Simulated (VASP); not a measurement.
```xyz
2
Lattice="0.0000 2.2672 2.2672 2.2672 0.0000 2.2672 2.2672 2.2672 0.0000" Properties=species:S:1:pos:R:3 pbc="T T T"
Hf     0.0000     0.0000     0.0000
N      2.2672     2.2672     2.2672
```

Calculation: PBE GGA, VASP's PBE PAW potentials (set 64) (plane waves; VASP 6.6.1). Settings: 620 eV cut-off, 14×14×14 Γ-centred mesh, first-order Methfessel-Paxton smearing of 0.10 eV, potentials Hf_pv N.

The ions, cell shape and volume at an external pressure of 5.0 GPa are relaxed. Predict the relaxed structure.

```xyz
2
Lattice="0.0000 2.2537 2.2537 2.2537 0.0000 2.2537 2.2537 2.2537 0.0000" Properties=species:S:1:pos:R:3 pbc="T T T"
Hf     0.0000     0.0000     0.0000
N      2.2537     2.2537     2.2537
```
Space group Fm-3m (225), at a tolerance of 0.03 Å.

How do energy and volume change from the first to the last step?

The energy (σ→0) changes by +3.1 meV/atom and the volume by -1.8 %, in 3 ionic steps.

The compound is HfN in the rock salt structure. This run relaxes it under an external pressure of 5 GPa. Symmetry was kept, so distortions that lower it aren't found. The electron count is odd and the run is not spin-polarised, which forces a metal.
